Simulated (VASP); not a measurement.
Calculation: PBEsol GGA, VASP's PBE PAW potentials (set 64) (plane waves; VASP).

A VASP calculation is set up with these files.

File POSCAR:
```
HfO
1
    3.1300441258     0.0000000000    -0.0000000000
   -1.5650220629     2.7106977469     0.0000000000
   -0.0000000000     0.0000000000     6.5803969169
Hf O
2 2
Direct
  0.3333330000   0.6666670000   0.0360995897
  0.6666670000   0.3333330000   0.5360995897
  0.3333330000   0.6666670000   0.3389004103
  0.6666670000   0.3333330000   0.8389004103
```

**KPOINTS**
```
k-points along high-symmetry lines
10
Line-mode
Reciprocal
  0.000000   0.000000   0.000000 ! GAMMA
  0.500000   0.000000   0.000000 ! M

  0.500000   0.000000   0.000000 ! M
  0.333333   0.333333   0.000000 ! K

  0.333333   0.333333   0.000000 ! K
  0.000000   0.000000   0.000000 ! GAMMA

  0.000000   0.000000   0.000000 ! GAMMA
  0.000000   0.000000   0.500000 ! A

  0.000000   0.000000   0.500000 ! A
  0.500000   0.000000   0.500000 ! L

  0.500000   0.000000   0.500000 ! L
  0.333333   0.333333   0.500000 ! H

  0.333333   0.333333   0.500000 ! H
  0.000000   0.000000   0.500000 ! A

  0.500000   0.000000   0.500000 ! L
  0.500000   0.000000   0.000000 ! M

  0.333333   0.333333   0.500000 ! H
  0.333333   0.333333   0.000000 ! K
```

INCAR:
```
! general
SYSTEM  = HfO
PREC    = Accurate
ENCUT   = 520
LREAL   = .FALSE.   ! projection in real space or not
LASPH   = .TRUE.   ! aspherical one-centre terms
ICHARG  = 11   ! fixed density

! electronic loop
EDIFF   = 1E-7   ! SCF stop (eV)
NELM    = 100   ! most electronic steps
ALGO    = Normal   ! blocked Davidson
LMAXMIX = 6   ! l cut-off of mixed one-centre charges

! smearing
ISMEAR  = 0   ! Gaussian
SIGMA   = 0.05

! functional
GGA     = PS   ! PBEsol

! output
LWAVE   = .FALSE.
LCHARG  = .FALSE.
LORBIT  = 11
```

POTCAR, in this order: Hf_pv O (PBE.64 set). Program: vasp_std. Read from the step before: CHGCAR.

What VASP printed:

**OUTCAR**
```
 ion  position               nearest neighbor table
   1  0.333  0.667  0.036-   3 1.99   4 2.22   4 2.22   4 2.22   2 3.75   2 3.75   2 3.75   2 3.75
                             2 3.75   2 3.75
   2  0.667  0.333  0.536-   4 1.99   3 2.22   3 2.22   3 2.22   1 3.75   1 3.75   1 3.75   1 3.75
                             1 3.75   1 3.75
   3  0.333  0.667  0.339-   1 1.99   2 2.22   2 2.22   2 2.22
   4  0.667  0.333  0.839-   2 1.99   1 2.22   1 2.22   1 2.22
  LATTYP: Found a hexagonal cell.
 ALAT       =     3.1300441258
 C/A-ratio  =     2.1023335942
 Subroutine PRICEL returns:
 Original cell was already a primitive cell.
 Subroutine GETGRP returns: Found 12 space group operations
The static configuration has the point symmetry C_3v.
 The point group associated with its full space group is C_6v.
The dynamic configuration has the point symmetry C_3v.
 Subroutine INISYM returns: Found 12 space group operations
   k-points           NKPTS =     90   k-points in BZ     NKDIM =     90   number of bands    NBANDS=     20
   number of dos      NEDOS =    301   number of ions     NIONS =      4
   total plane-waves  NPLWV =  28800
   dimension x,y,z NGX =    24 NGY =   24 NGZ =   50
   dimension x,y,z NGXF=    48 NGYF=   48 NGZF=  100
   ions per type =               2   2
   PREC   = accura    normal or accurate (medium, high low for compatibility)
   ISTART =      0    job   : 0-new  1-cont  2-samecut
   ICHARG =     11    charge: 1-file 2-atom 10-const
   ISPIN  =      1    spin polarized calculation?
   LNONCOLLINEAR =      F non collinear calculations
   LSORBIT =      F    spin-orbit coupling
   INIWAV =      1    electr: 0-lowe 1-rand  2-diag
   ENCUT  =  520.0 eV  38.22 Ry    6.18 a.u.   5.82  5.82 12.24*2*pi/ulx,y,z
   NELM   =    100;   NELMIN=  2; NELMDL= -5     # of ELM steps
   EDIFF  = 0.1E-06   stopping-criterion for ELM
   LREAL  =      F    real-space projection
   NLSPLINE    = F    spline interpolate recip. space projectors
   LMAXMIX     =    6 max onsite mixed and CHGCAR
   VOSKOWN=      0    Vosko Wilk Nusair interpolation
   EDIFFG = 0.1E-05   stopping-criterion for IOM
   NSW    =      0    number of steps for IOM
   NBLOCK =      1;   KBLOCK =      1    inner block; outer block
...
```

OSZICAR:
```
       N       E                     dE             d eps       ncg     rms          rms(c)
DAV:   1     0.157680863192E+03    0.15768E+03   -0.18354E+04  3600   0.157E+03
DAV:   2    -0.305718696410E+02   -0.18825E+03   -0.18081E+03  4572   0.367E+02
DAV:   3    -0.406078210027E+02   -0.10036E+02   -0.97433E+01  4640   0.648E+01
DAV:   4    -0.407736275167E+02   -0.16581E+00   -0.16439E+00  4548   0.847E+00
DAV:   5    -0.407774250906E+02   -0.37976E-02   -0.37940E-02  4588   0.102E+00
DAV:   6    -0.407775004720E+02   -0.75381E-04   -0.75371E-04  4684   0.130E-01
DAV:   7    -0.407775017087E+02   -0.12368E-05   -0.12374E-05  4560   0.144E-02
DAV:   8    -0.407775017509E+02   -0.42183E-07   -0.41096E-07  3608   0.200E-03
   1 F= -.40777502E+02 E0= -.40776295E+02  d E =-.241316E-02
```

### OUTCAR
```
 val. band max:        6.0623854962   @ k =   0.3333   0.3333   0.0556

 cond. band min:       6.0662150250   @ k =   0.3333   0.3333   0.0000



 k-point     1 :       0.0000    0.0000    0.0000
  band No.  band energies     occupation
      1     -25.9039      2.00000
      2     -25.4367      2.00000
      3     -24.9431      2.00000
      4     -24.9431      2.00000
      5     -24.9214      2.00000
      6     -24.9214      2.00000
      7     -14.9468      2.00000
      8     -13.6742      2.00000
      9      -2.0828      2.00000
     10      -1.3866      2.00000
     11       0.1624      2.00000
     12       0.1624      2.00000
     13       0.7907      2.00000
     14       0.7907      2.00000
     15       3.0555      2.00000
     16       3.8996      2.00000
     17       7.1533      0.00000
     18       7.1533      0.00000
     19       8.0472      0.00000
     20       8.0472      0.00000

 k-point     2 :       0.0556    0.0000    0.0000
  band No.  band energies     occupation
      1     -25.8965      2.00000
      2     -25.4349      2.00000
      3     -24.9674      2.00000
      4     -24.9486      2.00000
      5     -24.9472      2.00000
      6     -24.9264      2.00000
      7     -14.9241      2.00000
      8     -13.6721      2.00000
      9      -2.0289      2.00000
     10      -1.3543      2.00000
     11       0.0231      2.00000
     12       0.1528      2.00000
     13       0.7195      2.00000
     14       0.7950      2.00000
     15       3.2509      2.00000
     16       3.8928      2.00000
     17       6.9957      0.00000
     18       7.2061      0.00000
     19       7.9765      0.00000
     20       8.1298      0.00000

 k-point     3 :       0.1111    0.0000    0.0000
  band No.  band energies     occupation
      1     -25.8750      2.00000
      2     -25.4300      2.00000
      3     -25.0370      2.00000
      4     -25.0205      2.00000
      5     -24.9646      2.00000
      6     -24.9407      2.00000
...
```

The density is held fixed in this step, so its total energy and stress have no physical meaning. Unless said otherwise, spin-orbit coupling is left out, though it shifts the bands of the heavy elements here.

The structure was generated: HfO was put into the wurtzite type (P6_3mc), which need not be its known phase. It was relaxed first, which changed the volume by -35 %.
